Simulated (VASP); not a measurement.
Input:

```yaml
crystal:
  lattice:
    - [-2.63552, 4.80059, 4.46057]
    - [2.63552, -4.80059, 4.46057]
    - [2.63552, 4.80059, -4.46057]
  atoms:
    - { symbol: Si, position: [0.92959, 0.84485, 0.08474] }
    - { symbol: Si, position: [0.07041, 0.15515, 0.91526] }
    - { symbol: Si, position: [0.26011, 0.84485, 0.41526] }
    - { symbol: Si, position: [0.73989, 0.15515, 0.58474] }
    - { symbol: O, position: [0.13132, 0.88132, 0.25000] }
    - { symbol: O, position: [0.86868, 0.11868, 0.75000] }
    - { symbol: O, position: [0.79255, 0.50000, 0.79255] }
    - { symbol: O, position: [0.20745, 0.50000, 0.20745] }
    - { symbol: O, position: [0.20745, 0.00000, 0.70745] }
    - { symbol: O, position: [0.79255, 0.00000, 0.29255] }
    - { symbol: O, position: [0.00000, 0.00000, 0.00000] }
    - { symbol: O, position: [0.50000, 0.00000, 0.50000] }
```

These are PBEsol GGA, VASP's PBE PAW potentials (set 64) (plane waves; VASP) values and carry that method's errors. Run with 520 eV cut-off, 6×6×6 Γ-centred mesh, Gaussian smearing of 0.010 eV, potentials Si O.

Estimate the energy per atom (σ→0), band gap (on the k-mesh) with the smallest direct gap where there is one.

band gap (on the k-mesh): 5.49 eV
smallest direct gap (on the k-mesh): 5.49 eV
energy per atom (σ→0): -8218 meV/atom

The absolute energy has meaning only against runs of the same code, potentials and settings.

The structure comes from a computed database's SiO2 entry (Imma); how it stands against other phases isn't given here. It was relaxed first.
